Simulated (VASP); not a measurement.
# SiNi: a series over U

Wanted: how far the results for SiNi hang on the Hubbard correction. The start is a cell from a database of measured crystal structures.

Calculated with VASP 6.6.1; PBE, spin-polarised from a ferromagnetic start; plane waves and PAW (Ni, Si), in the first sound run; inputs show where later runs differ.

This is a report of a sequence of runs, with most program output left out.

## (1) The starting structure

Symmetry: Pnma, No. 62, orthorhombic system. Conventional cell: a = 5.173 Å, b = 3.338 Å, c = 5.605 Å, α = 90.00°, β = 90.00°, γ = 90.00°. Ni has 6 Si at 2.28 to 2.40 Å nearest. Si has 6 Ni at 2.28 to 2.40 Å nearest. Farther neighbours are not listed.

Coordinates:

```cif
data_structure
_symmetry_space_group_name_H-M 'Pnma'
_symmetry_Int_Tables_number 62
_cell_length_a 5.1731
_cell_length_b 3.3381
_cell_length_c 5.6049
_cell_angle_alpha 90.000
_cell_angle_beta 90.000
_cell_angle_gamma 90.000
_cell_volume 96.79
loop_
_atom_site_label
_atom_site_type_symbol
_atom_site_symmetry_multiplicity
_atom_site_Wyckoff_symbol
_atom_site_fract_x
_atom_site_fract_y
_atom_site_fract_z
_atom_site_occupancy
Ni1 Ni 4 c 0.99221 0.75000 0.81248 1
Si1 Si 4 c 0.67872 0.25000 0.91750 1
```

## (2) Series over U, start order fm, U 0

U penalises partly filled orbitals; repeating the run over U shows how far moments and gap depend on it.

INCAR reads:

```
SYSTEM = SiNi
PREC = Normal
ENCUT = 350
EDIFF = 1E-06
NELM = 150
ISMEAR = 0
SIGMA = 0.05
LREAL = .FALSE.
ALGO = Normal
GGA = PE
NBANDS = 42
ISPIN = 2
MAGMOM = 1 1 1 1 0 0 0 0
LASPH = .TRUE.
LMAXMIX = 4
LORBIT = 11
LWAVE = .FALSE.
LCHARG = .FALSE.
KPAR = 2
AMIX = 0.2
BMIX = 1E-04
AMIX_MAG = 0.8
BMIX_MAG = 1E-04
NEDOS = 1200
```

POSCAR reads:

```
SiNi
1.0
    5.1731000000      0.0000000000      0.0000000000
    0.0000000000      3.3381000000      0.0000000000
    0.0000000000      0.0000000000      5.6049000000
Ni Si
4 4
Direct
    0.9922100000      0.7500000000      0.8124800000
    0.5077900000      0.2500000000      0.3124800000
    0.4922100000      0.7500000000      0.6875200000
    0.0077900000      0.2500000000      0.1875200000
    0.6787200000      0.2500000000      0.9175000000
    0.8212800000      0.7500000000      0.4175000000
    0.1787200000      0.2500000000      0.5825000000
    0.3212800000      0.7500000000      0.0825000000
```

KPOINTS reads:

```
Automatic mesh
0
Gamma
4 5 3
0 0 0
```

Potentials, in the order of the species: Ni and Si (PBE family, release 64).

The run is started by

```sh
$ mpirun -np 2 vasp_std
```

Elapsed: 42 s, on 2 MPI ranks of Intel Xeon Platinum 8488C (Sapphire Rapids), shared host; peak memory 0.34 GiB; 83 s of CPU time.

The k-mesh is coarse for a metal.

Numbers from this step:

```
electronic cycles                               : 18
electrons                                       : 56
free energy (TOTEN)                             : -47.64 eV
energy at zero smearing                         : -47.63 eV
Fermi energy                                    : 10.45 eV
labelled metallic, from the levels on this mesh : yes
```

The spin moment in the PAW sphere vanishes on all atoms.

Force by atom:

```csv
atom,x (eV/Å),y (eV/Å),z (eV/Å),size
Ni1,-0.0313,0.0000,-0.0550,0.0633
Ni2,0.0313,0.0000,-0.0550,0.0633
Ni3,-0.0313,0.0000,0.0550,0.0633
Ni4,0.0313,0.0000,0.0550,0.0633
Si5,-0.0133,0.0000,-0.0103,0.0168
Si6,0.0133,0.0000,-0.0103,0.0168
Si7,-0.0133,0.0000,0.0103,0.0168
Si8,0.0133,0.0000,0.0103,0.0168
```

Energy at zero smearing: -47.63463 eV.

## (3) Series over U, start order AFM, U 0

This step: PBE, spin-polarised from an antiferromagnetic start; plane waves and PAW (Ni, Si) (VASP 6.6.1).

INCAR: that of step 2 with these lines changed.

```diff
@@ -12,3 +12,3 @@
 ISPIN = 2
-MAGMOM = 1 1 1 1 0 0 0 0
+MAGMOM = 1 -1 1 -1 0 0 0 0
 LASPH = .TRUE.
```

POSCAR is that of step 2.

KPOINTS is that of step 2.

The run is started by

```sh
$ mpirun -np 2 vasp_std
```

It took 44 s on 2 MPI ranks; peak memory 0.35 GiB.

Force by atom:

| atom | x (eV/Å) | y (eV/Å) | z (eV/Å) | size |
| --- | --- | --- | --- | --- |
| Ni1 | -0.0314 | 0.0000 | -0.0550 | 0.0633 |
| Ni2 | 0.0314 | 0.0000 | -0.0550 | 0.0633 |
| Ni3 | -0.0314 | 0.0000 | 0.0550 | 0.0633 |
| Ni4 | 0.0314 | 0.0000 | 0.0550 | 0.0633 |
| Si5 | -0.0134 | 0.0000 | -0.0103 | 0.0169 |
| Si6 | 0.0134 | 0.0000 | -0.0103 | 0.0169 |
| Si7 | -0.0134 | 0.0000 | 0.0103 | 0.0169 |
| Si8 | 0.0134 | 0.0000 | 0.0103 | 0.0169 |

Energy at zero smearing: -47.63463 eV.

The run ends at a pressure of 1.61 GPa, with forces up to 0.063 eV/Å.

## (4) Series over U, start order fm, U 1

This step: PBE, DFT+U (Ni d 1 eV), spin-polarised from a ferromagnetic start; plane waves and PAW (Ni, Si) (VASP 6.6.1).

INCAR: that of step 3 with these lines changed.

```diff
@@ -12,3 +12,9 @@
 ISPIN = 2
-MAGMOM = 1 -1 1 -1 0 0 0 0
+MAGMOM = 1 1 1 1 0 0 0 0
+LDAU = .TRUE.
+LDAUTYPE = 2
+LDAUL = 2 -1
+LDAUU = 1 0
+LDAUJ = 0 0
+LDAUPRINT = 1
 LASPH = .TRUE.
```

POSCAR is that of step 3.

KPOINTS is that of step 3.

The run is started by

```sh
$ mpirun -np 2 vasp_std
```

Wall time 43 s (2 MPI ranks); peak memory 0.35 GiB; 84 s of CPU time.

A U on the itinerant d states of such a compound is hard to justify; it moves the bands at the Fermi level.

The density of states has structure finer than the step of the table below, so its rows give means over 0.5 eV, whole bins alone (the curve runs from -12.0 to 7.95 eV). Peaks (eV: height): total -3.16: 19.4, -2.91: 16.7, -2.31: 17.8, -2.05: 17.7; Ni s -6.50: 0.699, -5.21: 0.826, 4.53: 0.562, 6.50: 0.536; Ni p -3.16: 0.726, -2.91: 0.733, -1.54: 0.837, 7.61: 0.743; Ni d -3.16: 15.1, -2.73: 13.2, -2.31: 16.0, -2.05: 15.9; Si s -10.43: 1.13, -8.12: 1.89, -7.87: 1.82, -7.52: 1.19.

Means over bins of 0.086 eV. Density of states against energy, zero at the Fermi level; means over each step; values in states/eV/cell:

```csv
energy (eV),total,Ni s,Ni p,Ni d,Si s,Si p
-11.5,0.868,0.146,0.0395,0.00647,0.270,0.0191
-11.0,1.29,0.170,0.0809,0.0196,0.409,0.0375
-10.5,1.59,0.193,0.109,0.0360,0.498,0.0568
-10.0,0.923,0.100,0.0667,0.0320,0.284,0.0387
-9.5,1.12,0.111,0.0848,0.0587,0.343,0.0510
-9.0,1.73,0.212,0.130,0.0958,0.490,0.0867
-8.5,1.47,0.145,0.120,0.119,0.429,0.0716
-8.0,3.79,0.265,0.299,0.498,1.24,0.115
-7.5,1.76,0.0508,0.161,0.297,0.615,0.0416
-7.0,0.174,0.00708,0.0106,0.0404,0.0535,0.00727
-6.5,1.90,0.282,0.109,0.329,0.0494,0.331
-6.0,2.62,0.290,0.148,0.671,0.104,0.406
-5.5,3.42,0.258,0.197,1.11,0.139,0.517
-5.0,4.69,0.372,0.226,1.88,0.174,0.610
-4.5,4.73,0.244,0.233,2.35,0.0795,0.574
-4.0,9.39,0.222,0.330,6.18,0.0663,0.790
-3.5,13.8,0.106,0.450,10.5,0.0517,0.731
-3.0,16.2,0.114,0.562,12.7,0.0517,0.681
-2.5,13.7,0.0675,0.293,11.7,0.0282,0.322
-2.0,12.2,0.0958,0.276,10.7,0.0445,0.243
-1.5,7.41,0.127,0.562,5.05,0.111,0.462
-1.0,2.29,0.0305,0.273,1.21,0.0285,0.257
-0.5,2.58,0.0552,0.152,1.68,0.0900,0.206
0.0,2.13,0.0429,0.180,1.12,0.0925,0.245
0.5,2.43,0.0969,0.225,1.11,0.107,0.304
1.0,3.21,0.0831,0.268,1.35,0.197,0.480
1.5,2.79,0.121,0.215,1.09,0.229,0.398
2.0,3.25,0.127,0.291,1.10,0.184,0.579
2.5,3.12,0.167,0.235,0.985,0.173,0.594
3.0,2.23,0.165,0.117,0.649,0.168,0.392
3.5,3.85,0.220,0.301,1.02,0.198,0.796
4.0,2.95,0.224,0.228,0.621,0.222,0.559
4.5,3.71,0.325,0.332,0.675,0.173,0.664
5.0,3.14,0.158,0.239,0.566,0.101,0.665
5.5,2.82,0.162,0.223,0.467,0.112,0.533
6.0,2.12,0.146,0.147,0.356,0.0768,0.413
6.5,3.90,0.342,0.413,0.518,0.167,0.497
7.0,3.19,0.277,0.341,0.311,0.106,0.395
7.5,3.32,0.235,0.375,0.439,0.104,0.345
```

Energy at zero smearing: -45.09665 eV.

## (5) Series over U, start order AFM, U 1

This step: PBE, DFT+U (Ni d 1 eV), spin-polarised from an antiferromagnetic start; plane waves and PAW (Ni, Si) (VASP 6.6.1).

INCAR: that of step 4 with these lines changed.

```diff
@@ -12,3 +12,3 @@
 ISPIN = 2
-MAGMOM = 1 1 1 1 0 0 0 0
+MAGMOM = 1 -1 1 -1 0 0 0 0
 LDAU = .TRUE.
```

POSCAR is that of step 4.

KPOINTS is that of step 4.

The run is started by

```sh
$ mpirun -np 2 vasp_std
```

Elapsed: 41 s, on 2 MPI ranks; peak memory 0.35 GiB.

Energy at zero smearing: -45.09665 eV.

The run ends at a pressure of 0.14 GPa, with forces up to 0.066 eV/Å.

## (6) Series over U, start order fm, U 4

This step: PBE, DFT+U (Ni d 4 eV), spin-polarised from a ferromagnetic start; plane waves and PAW (Ni, Si) (VASP 6.6.1).

INCAR: that of step 5 with these lines changed.

```diff
@@ -12,3 +12,3 @@
 ISPIN = 2
-MAGMOM = 1 -1 1 -1 0 0 0 0
+MAGMOM = 1 1 1 1 0 0 0 0
 LDAU = .TRUE.
@@ -16,3 +16,3 @@
 LDAUL = 2 -1
-LDAUU = 1 0
+LDAUU = 4 0
 LDAUJ = 0 0
```

POSCAR is that of step 5.

KPOINTS is that of step 5.

The run is started by

```sh
$ mpirun -np 2 vasp_std
```

Run time: 43 s. Hardware: 2 MPI ranks; peak memory 0.35 GiB; 84 s of CPU time.

Energy at zero smearing: -37.90221 eV.

The run ends at a pressure of -4.65 GPa, with forces up to 0.12 eV/Å.

## (7) Series over U, start order AFM, U 4

This step: PBE, DFT+U (Ni d 4 eV), spin-polarised from an antiferromagnetic start; plane waves and PAW (Ni, Si) (VASP 6.6.1).

INCAR: that of step 6 with these lines changed.

```diff
@@ -12,3 +12,3 @@
 ISPIN = 2
-MAGMOM = 1 1 1 1 0 0 0 0
+MAGMOM = 1 -1 1 -1 0 0 0 0
 LDAU = .TRUE.
```

POSCAR is that of step 6.

KPOINTS is that of step 6.

The run is started by

```sh
$ mpirun -np 2 vasp_std
```

Wall time 45 s (2 MPI ranks); peak memory 0.35 GiB; 88 s of CPU time.

Energy at zero smearing: -37.90221 eV.

The run ends at a pressure of -4.66 GPa, with forces up to 0.12 eV/Å.

## (8) Series over U, start order fm, U 4 (run 2)

This step: PBE, DFT+U (Ni d 4 eV), spin-polarised from a ferromagnetic start; plane waves and PAW (Ni, Si) (VASP 6.6.1).

INCAR: that of step 7 with these lines changed.

```diff
@@ -12,8 +12,8 @@
 ISPIN = 2
-MAGMOM = 1 -1 1 -1 0 0 0 0
+MAGMOM = 1 1 1 1 0 0 0 0
 LDAU = .TRUE.
-LDAUTYPE = 2
+LDAUTYPE = 1
 LDAUL = 2 -1
 LDAUU = 4 0
-LDAUJ = 0 0
+LDAUJ = 0.5 0
 LDAUPRINT = 1
```

POSCAR is that of step 7.

KPOINTS is that of step 7.

The run is started by

```sh
$ mpirun -np 2 vasp_std
```

Wall time 40 s (2 MPI ranks); peak memory 0.35 GiB.

Energy at zero smearing: -39.05416 eV.

The run ends at a pressure of -3.81 GPa, with forces up to 0.11 eV/Å.

## (9) Series over U, start order AFM, U 4 (run 2)

This step: PBE, DFT+U (Ni d 4 eV), spin-polarised from an antiferromagnetic start; plane waves and PAW (Ni, Si) (VASP 6.6.1).

INCAR: that of step 8 with these lines changed.

```diff
@@ -12,3 +12,3 @@
 ISPIN = 2
-MAGMOM = 1 1 1 1 0 0 0 0
+MAGMOM = 1 -1 1 -1 0 0 0 0
 LDAU = .TRUE.
```

POSCAR is that of step 8.

KPOINTS is that of step 8.

The run is started by

```sh
$ mpirun -np 2 vasp_std
```

It took 44 s on 2 MPI ranks; peak memory 0.35 GiB.

Energy at zero smearing: -39.05416 eV.

The run ends at a pressure of -3.84 GPa, with forces up to 0.11 eV/Å.

## (10) Series over U, start order fm, U 5

This step: PBE, DFT+U (Ni d 5 eV), spin-polarised from a ferromagnetic start; plane waves and PAW (Ni, Si) (VASP 6.6.1).

INCAR: that of step 9 with these lines changed.

```diff
@@ -12,8 +12,8 @@
 ISPIN = 2
-MAGMOM = 1 -1 1 -1 0 0 0 0
+MAGMOM = 1 1 1 1 0 0 0 0
 LDAU = .TRUE.
-LDAUTYPE = 1
+LDAUTYPE = 2
 LDAUL = 2 -1
-LDAUU = 4 0
-LDAUJ = 0.5 0
+LDAUU = 5 0
+LDAUJ = 0 0
 LDAUPRINT = 1
```

POSCAR is that of step 9.

KPOINTS is that of step 9.

The run is started by

```sh
$ mpirun -np 2 vasp_std
```

It took 41 s on 2 MPI ranks; peak memory 0.35 GiB; 81 s of CPU time.

Energy at zero smearing: -35.65934 eV.

The run ends at a pressure of -6.35 GPa, with forces up to 0.17 eV/Å.

## (11) Series over U, start order AFM, U 5

This step: PBE, DFT+U (Ni d 5 eV), spin-polarised from an antiferromagnetic start; plane waves and PAW (Ni, Si) (VASP 6.6.1).

INCAR: that of step 10 with these lines changed.

```diff
@@ -12,3 +12,3 @@
 ISPIN = 2
-MAGMOM = 1 1 1 1 0 0 0 0
+MAGMOM = 1 -1 1 -1 0 0 0 0
 LDAU = .TRUE.
```

POSCAR is that of step 10.

KPOINTS is that of step 10.

The run is started by

```sh
$ mpirun -np 2 vasp_std
```

The job ended after 44 s (2 MPI ranks; peak memory 0.35 GiB).

The density of states has structure finer than the step of the table below, so its rows give means over 0.5 eV, whole bins alone (the curve runs from -12.0 to 7.94 eV). Peaks (eV: height): total -3.42: 22.3, -3.08: 19.1, -2.74: 18.4, -2.40: 18.0; Ni s -6.33: 0.555, 4.86: 0.712, 5.89: 0.532, 7.43: 0.518; Ni p -1.72: 0.960, -1.55: 0.879, -1.29: 0.602, 0.93: 0.621; Ni d -3.42: 18.7, -3.08: 15.9, -2.74: 16.2, -2.40: 15.9; Si s -10.60: 1.08, -10.18: 1.12, -7.95: 1.77, -7.70: 2.33.

Means over bins of 0.086 eV. Table of density of states by energy, zero at the Fermi level; means over each step; values in states/eV/cell:

```csv
energy (eV),total,Ni s,Ni p,Ni d,Si s,Si p
-11.5,0.954,0.171,0.0344,0.00647,0.298,0.0185
-11.0,0.709,0.0980,0.0394,0.0103,0.227,0.0183
-10.5,1.58,0.190,0.102,0.0369,0.507,0.0500
-10.0,1.41,0.155,0.0959,0.0469,0.445,0.0526
-9.5,0.949,0.0688,0.0713,0.0603,0.306,0.0399
-9.0,1.55,0.152,0.113,0.107,0.469,0.0726
-8.5,1.68,0.207,0.121,0.138,0.468,0.0825
-8.0,3.05,0.187,0.221,0.474,0.999,0.0895
-7.5,2.80,0.120,0.220,0.533,0.944,0.0647
-7.0,0.353,0.00236,0.0276,0.0868,0.123,0.00624
-6.5,1.50,0.204,0.0739,0.340,0.0277,0.252
-6.0,2.76,0.265,0.126,0.880,0.0799,0.410
-5.5,3.91,0.268,0.173,1.58,0.129,0.528
-5.0,5.01,0.359,0.193,2.39,0.138,0.585
-4.5,6.92,0.265,0.216,4.38,0.0749,0.603
-4.0,13.6,0.196,0.355,10.3,0.0601,0.773
-3.5,16.8,0.101,0.398,13.8,0.0555,0.636
-3.0,15.4,0.135,0.395,12.9,0.0462,0.500
-2.5,13.3,0.112,0.232,11.8,0.0427,0.265
-2.0,5.52,0.0955,0.359,3.91,0.0693,0.335
-1.5,5.42,0.158,0.577,2.88,0.117,0.537
-1.0,2.15,0.0353,0.300,0.901,0.0453,0.305
-0.5,2.54,0.0574,0.207,1.40,0.100,0.267
0.0,1.95,0.0453,0.168,0.925,0.101,0.248
0.5,2.06,0.0941,0.193,0.847,0.100,0.277
1.0,3.24,0.0857,0.301,1.21,0.202,0.534
1.5,2.74,0.103,0.240,0.980,0.213,0.432
2.0,2.92,0.0859,0.253,0.954,0.191,0.553
2.5,3.58,0.204,0.280,1.06,0.181,0.702
3.0,1.95,0.137,0.0909,0.551,0.160,0.354
3.5,3.94,0.235,0.282,1.03,0.190,0.840
4.0,2.52,0.160,0.215,0.520,0.192,0.495
4.5,3.46,0.204,0.314,0.664,0.177,0.706
5.0,3.32,0.271,0.243,0.578,0.111,0.696
5.5,2.51,0.105,0.198,0.475,0.0639,0.542
6.0,3.32,0.271,0.233,0.542,0.130,0.571
6.5,2.39,0.179,0.217,0.351,0.0869,0.339
7.0,3.09,0.281,0.352,0.372,0.102,0.350
7.5,3.74,0.339,0.358,0.448,0.149,0.415
```

Energy at zero smearing: -35.65934 eV.

## (12) Summary

This step: DFT+U series, PBE; plane waves and PAW (VASP 6.6.1).

Derived from the runs above.

Energies at different U are not comparable. U series, by row:

| U (eV) | J (eV) | LDAUTYPE | start | energy (eV/atom) | mean moment (μB) | gap on the mesh (eV) | pressure (GPa) |
| --- | --- | --- | --- | --- | --- | --- | --- |
| 0 | 0 | - | fm | -5.954 | 0 | 0 | 1.598 |
| 0 | 0 | - | afm | -5.954 | 0 | 0 | 1.607 |
| 1 | 0 | 2 | fm | -5.637 | 0 | 0 | 0.1455 |
| 1 | 0 | 2 | afm | -5.637 | 0 | 0 | 0.1391 |
| 4 | 0 | 2 | fm | -4.738 | 0 | 0 | -4.651 |
| 4 | 0 | 2 | afm | -4.738 | 0 | 0 | -4.66 |
| 4 | 0.5 | 1 | fm | -4.882 | 0 | 0 | -3.814 |
| 4 | 0.5 | 1 | afm | -4.882 | 0 | 0 | -3.838 |
| 5 | 0 | 2 | fm | -4.457 | 0 | 0 | -6.349 |
| 5 | 0 | 2 | afm | -4.457 | 0 | 0 | -6.356 |

## (13) Outcome

```json
{"U = 0 eV, J = 0 eV, fm start": "mean size of the moments 0.00 μB", "U = 0 eV, J = 0 eV, afm start": "mean size of the moments 0.00 μB", "U = 1 eV, J = 0 eV, fm start": "mean size of the moments 0.00 μB", "U = 1 eV, J = 0 eV, afm start": "mean size of the moments 0.00 μB", "U = 4 eV, J = 0 eV, fm start": "mean size of the moments 0.00 μB", "U = 4 eV, J = 0 eV, afm start": "mean size of the moments 0.00 μB", "U = 4 eV, J = 0.5 eV, fm start": "mean size of the moments 0.00 μB", "U = 4 eV, J = 0.5 eV, afm start": "mean size of the moments 0.00 μB", "U = 5 eV, J = 0 eV, fm start": "mean size of the moments 0.00 μB", "U = 5 eV, J = 0 eV, afm start": "mean size of the moments 0.00 μB"}
```

In words: For the ferromagnetic start without J, from U = 0 to 5 eV the mean moment goes from 0.00 to 0.00 μB, the cell stays metallic, and the pressure goes from 1.6 to -6.3 GPa. A jump between neighbouring rows can also mean that the runs ended in different spin or orbital states. U acts inside the PAW spheres, so the same number means something else in a code with other projectors.

[Lines on the potential files, build, host, timing and source positions are cut from VASP's logs without a mark.]

[Logs are printed without paths, hosts, clocks, repeated set-up lines and the standing remarks that a program may print on its own settings, such as how far it seeks lower states.]

[Hosts, paths, dates, database ids (printed as entryN), source tags and the programs' standing remarks are cut or masked in the printed files.]

[In band tables of VASP the shares of atoms and orbitals are scaled to a sum of 1 inside the atoms' spheres.]

[Runs that stopped without an error message from VASP are left out.]
